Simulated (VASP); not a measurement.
# RbMnH4Cl3O2 (P1) in VASP: further runs

The runs below take RbMnH4Cl3O2 through single point, with LDA.

All numbers are computed with VASP 6.6.1; they aren't measurements. Logs are shortened: lines on timing, memory, paths and dates and some standing lists are left out, and cuts for length are marked.

## 1. The structure

The typed cell holds 22 atoms: a = 6.635 Å, b = 7.316 Å, c = 8.987 Å, α = 91.26°, β = 107.60°, γ = 112.10°.

The cell comes from a database or a generator and needn't be the stable form of this composition.

## 2. Single point, LDA, collinear spin, typed start

INCAR

```
SYSTEM = RbMnH4Cl3O2
PREC = Accurate
ENCUT = 520
EDIFF = 1E-6
ISMEAR = -1
SIGMA = 0.05
LREAL = Auto
LASPH = .True.
NELM = 150
ALGO = Normal
ISIF = 2
LWAVE = .False.
LCHARG = .False.
ISPIN = 2
MAGMOM = 0 0 3.5 3.5 0 0 0 0 0 0 0 0 0 0 0 0 0 0 0 0 0 0
LORBIT = 11
LMAXMIX = 4
NBANDS = 80
```

KPOINTS

```
regular mesh
0
Gamma
  2 1 1
  0 0 0
```

POSCAR

```
RbMnH4Cl3O2
1.0
    6.6351890000      0.0000000000      0.0000000000
   -2.7525230000      6.7783680000      0.0000000000
   -2.7180150000     -1.3175380000      8.4641610000
Rb Mn H Cl O
2 2 8 6 4
Direct
    0.2913916130      0.9462621473      0.2267206401
    0.7112756358      0.0633256050      0.7831609063
    1.0314821811      0.3207587577      0.3103674422
    0.0337498828      0.6780219433      0.7210283453
    0.6381436349      0.7170555180      0.5782498702
    0.4293230076      0.2974087850      0.5283689665
    0.6455557678      0.6003694457      0.4148077996
    0.1993487332      0.2293243598      0.5643441801
    0.7328640752      0.4845510426      0.0533307436
    0.2885740168      0.4306988678      0.8206483785
    0.9719118986      0.5316598635      0.1017702759
    0.2164461605      0.4975893062      0.9518840674
    0.1882956183      0.6925927136      0.4533822076
    0.7733151696      0.2769312548      0.5310981207
    0.7161787550      1.0124098501      0.1944433713
    0.1634684868      0.0138336696      0.7768046945
    0.3010269335      0.4935407097      0.1577947300
    0.7184165242      0.5238023391      0.8114566819
    0.7261749048      0.6589805566      0.5332011052
    0.2610228934      0.2711170199      0.4812999186
    0.8511321933      0.4896387929      0.1456139598
    0.2243298766      0.5174613604      0.8447145559
```

Potentials or basis: VASP PAW LDA potentials, release 64 (Rb_sv, Mn_pv, H, Cl, O).

Launch:

```sh
> cat potpaw_LDA.64/Rb_sv/POTCAR potpaw_LDA.64/Mn_pv/POTCAR potpaw_LDA.64/H/POTCAR potpaw_LDA.64/Cl/POTCAR potpaw_LDA.64/O/POTCAR > POTCAR
> mpirun -np 1 vasp_std > vasp.out
```

OUTCAR:

```text
SYSTEM = RbMnH4Cl3O2
   PREC = Accurate
   ENCUT = 520
   EDIFF = 1E-6
   ISMEAR = -1
   LREAL = Auto
   LASPH = .True.
   NELM = 150
   ISIF = 2
   ISPIN = 2
   LORBIT = 11

 ion  position               nearest neighbor table
   1  0.291  0.946  0.227-  15 2.78  13 2.85  11 2.92  20 3.36  17 3.38  21 3.39  14 3.49   3 3.91
                            15 3.95  16 3.95  17 4.04   3 4.41   3 4.44   4 4.45   2 4.81   2 4.98
   2  0.711  0.063  0.783-  14 2.82   5 2.89  16 3.17  18 3.35  16 3.50  22 3.63  15 3.71  19 3.72
                            13 3.81  18 3.98   4 4.16   4 4.25   4 4.33   1 4.81   1 4.98   1 5.43
   3  0.031  0.321  0.310-  20 1.96  21 2.30  15 2.36  17 2.56  13 2.65   1 3.91   1 4.41   1 4.44

   4  0.034  0.678  0.721-  22 2.13  19 2.17  16 2.26  18 2.37  13 2.88   2 4.16   2 4.25   2 4.33
                             1 4.45
   5  0.638  0.717  0.578-  19 1.00   2 2.89
   6  0.429  0.297  0.528-  20 1.01
   7  0.646  0.600  0.415-  19 1.03
   8  0.199  0.229  0.564-  20 0.96
   9  0.733  0.485  0.053-  21 0.94
  10  0.289  0.431  0.821-  22 0.94
  11  0.972  0.532  0.102-  21 0.95   1 2.92
  12  0.216  0.498  0.952-  22 0.99  17 1.77
  13  0.188  0.693  0.453-   3 2.65   1 2.85   4 2.88   2 3.81
  14  0.773  0.277  0.531-   2 2.82   1 3.49
  15  0.716  0.012  0.194-   3 2.36   1 2.78   2 3.71   1 3.95
  16  0.163  0.014  0.777-   4 2.26   2 3.17   2 3.50   1 3.95
  17  0.301  0.494  0.158-  12 1.77   3 2.56   1 3.38   1 4.04
  18  0.718  0.524  0.811-   4 2.37   2 3.35   2 3.98
  19  0.726  0.659  0.533-   5 1.00   7 1.03   4 2.17   2 3.72
  20  0.261  0.271  0.481-   8 0.96   6 1.01   3 1.96   1 3.36
  21  0.851  0.490  0.146-   9 0.94  11 0.95   3 2.30   1 3.39
  22  0.224  0.517  0.845-  10 0.94  12 0.99   4 2.13   2 3.63

  LATTYP: Found a triclinic cell.
 ALAT       =     7.3159179608
 B/A-ratio  =     1.6009858898
 C/A-ratio  =     0.9069523518
 COS(alpha) =     0.0029462084
 COS(beta)  =     0.3762375432
 COS(gamma) =     0.6415292942

  Lattice vectors:

 A1 = (  -2.7525230000,   6.7783680000,   0.0000000000)
 A2 = (  -0.0345080000,   8.0959060000,  -8.4641610000)
 A3 = (  -6.6351890000,   0.0000000000,   0.0000000000)

Analysis of symmetry for initial positions (statically):
=====================================================================
 Subroutine PRICEL returns:
 Original cell was already a primitive cell.

 Routine SETGRP: Setting up the symmetry group for a
 triclinic supercell.

 Subroutine GETGRP returns: Found  1 space group operations
 (whereof  1 operations were pure point group operations)
 out of a pool of  2 trial point group operations.

The static configuration has the point symmetry C_1 .

Analysis of symmetry for dynamics (positions and initial velocities):
=====================================================================
 Subroutine PRICEL returns:
 Original cell was already a primitive cell.

 Routine SETGRP: Setting up the symmetry group for a
 triclinic supercell.

 Subroutine GETGRP returns: Found  1 space group operations
 (whereof  1 operations were pure point group operations)
 out of a pool of  2 trial point group operations.

The dynamic configuration has the point symmetry C_1 .

Analysis of structural, dynamic, and magnetic symmetry:
=====================================================================
 Subroutine PRICEL returns:
 Original cell was already a primitive cell.

 Routine SETGRP: Setting up the symmetry group for a
 triclinic supercell.

 Subroutine GETGRP returns: Found  1 space group operations
 (whereof  1 operations were pure point group operations)
 out of a pool of  2 trial point group operations.

The overall configuration has the point symmetry C_1 .

 Subroutine INISYM returns: Found  1 space group operations
 (whereof  1 operations are pure point group operations),
 and found     1 'primitive' translations

----------------------------------------------------------------------------------------

                                     Primitive cell

  volume of cell :     380.6820

  direct lattice vectors                    reciprocal lattice vectors
     6.635189000  0.000000000  0.000000000     0.150711607  0.061200154  0.057923040
    -2.752523000  6.778368000  0.000000000     0.000000000  0.147528137  0.022964346
[... 60 lines left out ...]
 generate k-points for:    2    1    1

 Generating k-lattice:

  Cartesian coordinates                     Fractional coordinates (reciprocal lattice)
     0.075355804  0.030600077  0.028961520     0.500000000  0.000000000  0.000000000
     0.000000000  0.147528137  0.022964346     0.000000000  1.000000000  0.000000000
     0.000000000  0.000000000  0.118145201     0.000000000  0.000000000  1.000000000

  Length of vectors
     0.086334417  0.149304763  0.118145201

  Shift w.r.t. Gamma in fractional coordinates (k-lattice)
     0.000000000  0.000000000  0.000000000

 Subroutine IBZKPT returns following result:
 ===========================================

 Found      2 irreducible k-points:

 Following reciprocal coordinates:
            Coordinates               Weight
  0.000000  0.000000  0.000000      1.000000
  0.500000  0.000000  0.000000      1.000000
   k-points           NKPTS =      2   k-points in BZ     NKDIM =      2   number of bands    NBANDS=     80
   number of dos      NEDOS =    301   number of ions     NIONS =     22
   total plane-waves  NPLWV = 189000
   dimension x,y,z NGX =    50 NGY =   54 NGZ =   70
   dimension x,y,z NGXF=   100 NGYF=  108 NGZF=  140
   ions per type =               2   2   8   6   4
   NGX,Y,Z   is equivalent  to a cutoff of  12.53, 12.27, 12.95 a.u.
   NGXF,Y,Z  is equivalent  to a cutoff of  25.06, 24.54, 25.90 a.u.
 SYSTEM =  RbMnH4Cl3O2
   PREC   = accura    normal or accurate (medium, high low for compatibility)
   ISTART =      0    job   : 0-new  1-cont  2-samecut
   ICHARG =      2    charge: 1-file 2-atom 10-const
   ISPIN  =      2    spin polarized calculation?
   LNONCOLLINEAR =      F non collinear calculations
   LSORBIT =      F    spin-orbit coupling
   LASPH  =      T    aspherical Exc in radial PAW
   ENCUT  =  520.0 eV  38.22 Ry    6.18 a.u.  12.34 13.60 16.71*2*pi/ulx,y,z
   NELM   =    150;   NELMIN=  2; NELMDL= -5     # of ELM steps
   EDIFF  = 0.1E-05   stopping-criterion for ELM
   LREAL  =      T    real-space projection
   EDIFFG = 0.1E-04   stopping-criterion for IOM
   NSW    =      0    number of steps for IOM
   IBRION =     -1    ionic relax: 0-MD 1-quasi-New 2-CG
   NFREE  =      0    steps in history (QN), initial steepest desc. (CG)
   ISIF   =      2    stress and relaxation
   ISYM   =      2    0-nonsym 1-usesym 2-fastsym
   POTIM  = 0.5000    time-step for ionic-motion
   TEBEG  =    0.0;   TEEND  =   0.0 temperature during run
   PSTRESS=    0.0 pullay stress
   NELECT =     118.0000    total number of electrons
   NUPDOWN=      -1.0000    fix difference up-down
   EMIN   =  10.00;   EMAX   =-10.00  energy-range for DOS
   EFERMI =   0.00;   METHOD = LEGACY
   ISMEAR =    -1;   SIGMA  =   0.05  broadening in eV -4-tet -1-fermi 0-gaus
   EFERMI_NEDOS =   21; number of points for ismear=-14 and -15
   IALGO  =     38    algorithm
   IMIX   =      4    mixing-type and parameters
     AMIX     =   0.40;   BMIX     =  1.00
     AMIX_MAG =   1.60;   BMIX_MAG =  1.00
  volume/ion in A,a.u.               =      17.30       116.77
  Fermi-wavevector in a.u.,A,eV,Ry     =   1.107936  2.093696 16.701456  1.227522
  Thomas-Fermi vector in A             =   2.244457
   LORBIT       =     11    0 simple, 1 ext, 2 COOP (PROOUT), +10 PAW based schemes
   GGA     = CA    functional components
   LHFCALC =     F    Hartree Fock is set to
   AEXX    =    0.0000 exact exchange contribution
   IVDW    =     0    specifies the selected vdW correction
   LEPSILON=     F    determine dielectric tensor
   LRPA    =     F    only Hartree local field effects (RPA)
 spin polarized calculation
  energy-cutoff  :      520.00
  volume of cell :      380.68
 maximum number of plane-waves:     10262
 NGX is ok and might be reduce to    50
   NGX = 25   NGY = 27   NGZ = 33

 number of electron     117.9999998 magnetization       9.9991485

 number of electron     117.9999998 magnetization      10.0001278

 Free energy of the ion-electron system (eV)
  ---------------------------------------------------
  ext. energy  EPLUGINS =         0.00000000
  ---------------------------------------------------
  free energy    TOTEN  =      -108.05822937 eV

  energy without entropy =     -108.05822935  energy(sigma->0) =     -108.05822936

 E-fermi :   1.4732     XC(G=0):  -8.5116

 val. band max:        0.5698490763   @ k =   0.5000   0.0000   0.0000
 cond. band min:       2.3931050983   @ k =   0.0000   0.0000   0.0000
 fundamental gap:      1.8232560220
 Fermi energy:         1.4731858829

 spin component 1

 k-point     1 :       0.0000    0.0000    0.0000
  band No.  band energies     occupation
      1     -48.6350      1.00000
      2     -48.6033      1.00000
      3     -48.5400      1.00000
      4     -48.5367      1.00000
      5     -48.4956      1.00000
      6     -48.4617      1.00000
[... 137 lines left out ...]
     70       5.9707      0.00000
     71       6.2830      0.00000
 Fermi energy:         1.4731858829

 spin component 2

 k-point     1 :       0.0000    0.0000    0.0000
  band No.  band energies     occupation
      1     -44.2961      1.00000
      2     -44.2913      1.00000
      3     -44.2296      1.00000
      4     -44.1789      1.00000
      5     -44.1785      1.00000
      6     -44.1355      1.00000
[... 137 lines left out ...]
     70       6.1676      0.00000
     71       6.4118      0.00000
 [bands above 71 left out]

------------------------ aborting loop because EDIFF is reached ----------------------------------------

  FORCE on cell =-STRESS in cart. coord.  units (eV):
  Direction    XX          YY          ZZ          XY          YZ          ZX
  --------------------------------------------------------------------------------------
  -------------------------------------------------------------------------------------
  Total        0.8225577      0.5167298      4.0009752     -1.5708257     -3.2836825     -1.6255726
  in kB        3.4619008      2.1747619     16.8389144     -6.6111382    -13.8200429     -6.8415513
  external PRESSURE =       7.4918590 kB  Pullay stress =       0.0000000 kB

 VOLUME and BASIS-vectors are now :
 -----------------------------------------------------------------------------
  energy-cutoff  :      520.00
  volume of cell :      380.68
      direct lattice vectors                 reciprocal lattice vectors
     6.635189000  0.000000000  0.000000000     0.150711607  0.061200154  0.057923040
    -2.752523000  6.778368000  0.000000000     0.000000000  0.147528137  0.022964346
    -2.718015000 -1.317538000  8.464161000     0.000000000  0.000000000  0.118145201

 POSITION                                       TOTAL-FORCE (eV/Angst)
 -----------------------------------------------------------------------------------
     -1.28740      6.11540      1.91900        -0.781407      0.376149     -0.104091
      2.41650     -0.60260      6.62880        -0.313431     -0.359929      0.563642
     -1.51759      1.76530      2.62700        -1.349114      0.887134     -0.629126
     -3.60210      3.64590      6.10290         0.186612     -1.113946     -1.292480
      0.68880      4.09860      4.89440         0.599575     -0.714429     -1.193897
      0.59390      1.31980      4.47220         0.102847      0.346633     -0.430317
[... 14 lines left out ...]
      3.90390      3.12710      1.23250         0.090266     -0.718844      2.381463
     -2.23180      2.39460      7.14980        -1.793819      1.799481     -0.894283
 -----------------------------------------------------------------------------------
    total drift:                               -0.005730     -0.002540      0.005409

  FREE ENERGIE OF THE ION-ELECTRON SYSTEM (eV)
  ---------------------------------------------------
  free  energy   TOTEN  =      -108.0582293688 eV

  energy  without entropy=     -108.0582293504  energy(sigma->0) =     -108.05822936

 total charge

# of ion       s       p       d       tot
------------------------------------------
    1        1.942   5.339   0.039   7.320
    2        1.938   5.340   0.030   7.308
    3        0.208   6.172   4.952  11.332
    4        0.207   6.181   4.957  11.345
    5        0.567   0.104   0.000   0.670
    6        0.543   0.109   0.000   0.652
[... 14 lines left out ...]
   21        1.561   3.675   0.000   5.235
   22        1.542   3.690   0.000   5.232
--------------------------------------------------
tot         24.739  59.917   9.978  94.634

 magnetization (x)

# of ion       s       p       d       tot
------------------------------------------
    1        0.001   0.001   0.002   0.004
    2        0.000   0.001   0.001   0.002
    3        0.025   0.024   4.333   4.382
    4        0.022   0.029   4.301   4.352
    5        0.001   0.000   0.000   0.001
    6        0.006   0.001   0.000   0.007
[... 14 lines left out ...]
   21        0.005   0.018   0.000   0.023
   22        0.004   0.032   0.000   0.036
--------------------------------------------------
tot          0.111   0.473   8.638   9.221
```

It took 1.9 min on 1 thread of Intel Xeon 6975P-C (Granite Rapids), shared host; peak memory 0.44 GiB.

Results:

| Item | Value |
| --- | --- |
| Free energy | -108.0582 eV |
| Pressure | 0.7 GPa |
| Largest force | 2.712 eV/Å |
| Band gap on the k mesh | 1.82 eV, indirect (least direct gap 1.87 eV) |
| Net moment | 10.00 μB per cell |
| Site moments | Rb +0.00; Mn +4.38, +4.35; H +0.00, +0.01; Cl +0.06, +0.05, +0.04; O +0.03, +0.04, +0.02 μB |
| Valence electrons inside the program's atomic spheres | Rb 7.32, 7.31; Mn 11.33, 11.35; H 0.67, 0.65, 0.61, 0.75, 0.79, 0.72; Cl 5.11, 5.12, 5.13; O 5.14, 5.22, 5.24, 5.23 |

Forces in eV/Å, atoms in the order of the input:
```
Rb  -0.781  0.376 -0.104
Rb  -0.313 -0.360  0.564
Mn  -1.349  0.887 -0.629
Mn   0.187 -1.114 -1.292
H    0.600 -0.714 -1.194
H    0.103  0.347 -0.430
H   -0.166  0.699  1.742
H   -0.886 -0.902  1.070
H   -1.940 -0.213 -1.883
H    1.778 -0.956 -0.781
H    1.928  0.603 -0.311
H   -0.054 -0.027  0.667
Cl  -0.038 -0.630  1.273
Cl   0.399  0.278 -0.768
Cl   1.422  0.496 -0.218
Cl   0.159  0.357  0.202
Cl  -0.040 -0.650  1.082
Cl  -0.318 -0.004  0.695
O   -0.432  0.407 -1.157
O    1.446  0.041 -0.013
O    0.090 -0.719  2.381
O   -1.794  1.799 -0.894
```

Levels at points of the mesh, in eV from the valence-band top:
Spin up:
```
           k point  band 60  band 61  band 62  band 63  band 64  band 65  band 66  band 67  band 68  band 69
(0.00, 0.00, 0.00)    -0.92    -0.48    -0.36    -0.16    -0.07     2.33     4.09     4.32     4.75     5.04
(0.50, 0.00, 0.00)    -0.94    -0.69    -0.38    -0.33     0.00     3.79     4.16     4.70     4.96     5.12
```
Spin down:
| k point | band 51 | band 52 | band 53 | band 54 | band 55 | band 56 | band 57 | band 58 |
| --- | --- | --- | --- | --- | --- | --- | --- | --- |
| (0.00, 0.00, 0.00) | -1.82 | -1.68 | -1.50 | -1.38 | 1.82 | 1.92 | 1.95 | 1.96 |
| (0.50, 0.00, 0.00) | -1.96 | -1.80 | -1.54 | -1.39 | 1.87 | 1.93 | 1.98 | 2.06 |

Caveat: the k mesh is coarse (spacing up to 0.94 Å⁻¹), so the values aren't converged; an odd mesh through Γ misses points on the zone boundary, where band edges often lie; forces of over 1 eV/Å show positions far from the minimum, so gaps and moduli don't describe the material at rest.

[end of part 1 of 2]
